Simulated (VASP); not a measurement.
Given:

```
CELL_PARAMETERS angstrom
      0.00000     1.77919     1.77919
      1.77919     0.00000     1.77919
      1.77919     1.77919     0.00000
ATOMIC_POSITIONS crystal
  Cu 0.00000 0.00000 0.00000
```

The numbers are results of SCAN meta-GGA, VASP's PBE PAW potentials (set 64) (plane waves; VASP), not measurements. Run with 520 eV cut-off, 20×20×20 Γ-centred mesh, tetrahedra with Blöchl corrections, potentials Cu.

Task: Give the energies of bands 1 to 7 at the high-symmetry points, in eV from the Fermi level.

Result: 
| band | Γ | X | U | L | W |
|---|---|---|---|---|---|
| 1 | -10.15 | -5.36 | -4.72 | -5.55 | -4.56 |
| 2 | -3.29 | -4.86 | -4.48 | -3.35 | -3.88 |
| 3 | -3.29 | -1.82 | -3.04 | -3.35 | -3.88 |
| 4 | -3.29 | -1.61 | -2.28 | -1.78 | -2.47 |
| 5 | -2.42 | -1.61 | -1.83 | -1.78 | -1.61 |
| 6 | -2.42 | 1.45 | 4.55 | -1.25 | 6.58 |
| 7 | 23.70 | 7.72 | 6.11 | 4.14 | 6.58 |

It has no gap at this level: it comes out as a metal or semimetal.

The compound is Cu in the fcc structure. It was relaxed first.
